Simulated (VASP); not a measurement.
Input:

```yaml
crystal:
  lattice:
    - [0.00000, 2.70423, 2.70423]
    - [2.70423, 0.00000, 2.70423]
    - [2.70423, 2.70423, 0.00000]
  atoms:
    - { symbol: Si, position: [0.00000, 0.00000, 0.00000] }
    - { symbol: Si, position: [0.25000, 0.25000, 0.25000] }
```

Method: PBEsol GGA, VASP's PBE PAW potentials (set 64) (plane waves; VASP). Settings: 480 eV cut-off, 8×8×8 Γ-centred mesh, Gaussian smearing of 0.050 eV, potentials Si.

Question: Give the stress tensor in GPa (positive for a compressed cell).

Answer: 
```
1.47  0.00  0.00
0.00  1.47  0.00
0.00  0.00  1.47
```
The pressure is its mean diagonal, 1.47 GPa.

The compound is Si in the diamond structure. This cell was strained or had an atom moved on purpose.
